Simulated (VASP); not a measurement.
```
CsSnI3
1.0
    6.38184     0.00000     0.00000
    0.00000     6.38184     0.00000
    0.00000     0.00000     6.38184
Cs Sn I
1 1 3
Direct
  0.00000   0.00000   0.00000
  0.50000   0.50000   0.50000
  0.50000   0.00000   0.50000
  0.00000   0.50000   0.50000
  0.50000   0.50000   0.00000
```

The numbers are results of vdW-DF2, VASP's PBE PAW potentials (set 64) (plane waves; VASP), not measurements. Numerical set-up: 520 eV cut-off, 4×4×4 Γ-centred mesh, tetrahedra with Blöchl corrections, potentials Cs_sv Sn_d I.

Unless said otherwise, spin-orbit coupling is left out, though it shifts the bands of the heavy elements here.

Q: What does the run give for the energy per atom (σ→0), band gap (on the k-mesh) with the smallest direct gap where there is one?

A: 
| Quantity | Result |
|---|---|
| band gap (on the k-mesh) | 0.81 eV |
| smallest direct gap (on the k-mesh) | 0.81 eV |
| energy per atom (σ→0) | -0.455 eV/atom |

Only differences to runs with the same potentials and settings are physical.

The compound is CsSnI3 in the cubic perovskite structure, the ideal cubic form; the compound distorts at low or room temperature. It was relaxed first, which changed the volume by +8 %.
